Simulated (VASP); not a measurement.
Method: r2SCAN meta-GGA, VASP's PBE PAW potentials (set 64) (plane waves; VASP 6.6.1).

Input for VASP

**KPOINTS**
```
Regular mesh
0
gamma
  5 4 3
```

### INCAR
```
SYSTEM = CaCl2
PREC = Accurate
ENCUT = 400
EDIFF = 1E-6
NELM = 100
ALGO = Normal
LREAL = .FALSE.
LASPH = .TRUE.
ISMEAR = 0
SIGMA = 0.05
METAGGA = R2SCAN
LMIXTAU = .TRUE.
LWAVE = .FALSE.
LCHARG = .FALSE.
IBRION = 2
ISIF = 3
NSW = 60
EDIFFG = -0.02
```

File POSCAR:
```
CaCl2
1.0
  4.1287662938   0.0000000000   0.0000000000
  0.0000000000   6.2054174256   0.0000000000
  0.0000000000   0.0000000000   6.4202031404
Ca Cl
2 4
direct
  0.0000000000   0.0000000000   0.0000000000
  0.5000000000   0.5000000000   0.5000000000
  0.0000000000   0.2769541680   0.3268482016
  0.5000000000   0.7769541680   0.1731517984
  0.5000000000   0.2230458320   0.8268482016
  1.0000000000   0.7230458320   0.6731517984
```

POTCAR, in this order: Ca_sv Cl (PBE.64 set). Program: vasp_std.

Energy and stress use the plane-wave basis of the starting cell.

### Question
Predict the energy per atom (σ→0), volume per atom, band gap (on the k-mesh).

### Answer

The energy per atom (σ→0) is -9.090 eV/atom, the band gap (on the k-mesh) is 6.02 eV and the volume per atom comes out as 28.25 Å^3/atom.

### OSZICAR
```
...
DAV:   4    -0.545410126806E+02    0.81711E-04   -0.34651E-04  1112   0.123E-01    0.142E-02
DAV:   5    -0.545410310839E+02   -0.18403E-04   -0.15136E-04  1060   0.102E-01    0.580E-03
DAV:   6    -0.545410711206E+02   -0.40037E-04   -0.39748E-05  1080   0.500E-02    0.667E-03
DAV:   7    -0.545410732474E+02   -0.21268E-05   -0.13912E-06   764   0.912E-03    0.360E-03
DAV:   8    -0.545410720088E+02    0.12386E-05   -0.89215E-07   696   0.746E-03    0.932E-04
DAV:   9    -0.545410730615E+02   -0.10527E-05   -0.81198E-07   672   0.767E-03    0.219E-04
DAV:  10    -0.545410731671E+02   -0.10561E-06   -0.19314E-07   644   0.293E-03
   5 F= -.54541073E+02 E0= -.54541073E+02  d E =-.450269E-03
```

The compound is CaCl2 in the sg58 structure. This run relaxes it. Symmetry was kept, so distortions that lower it aren't found.
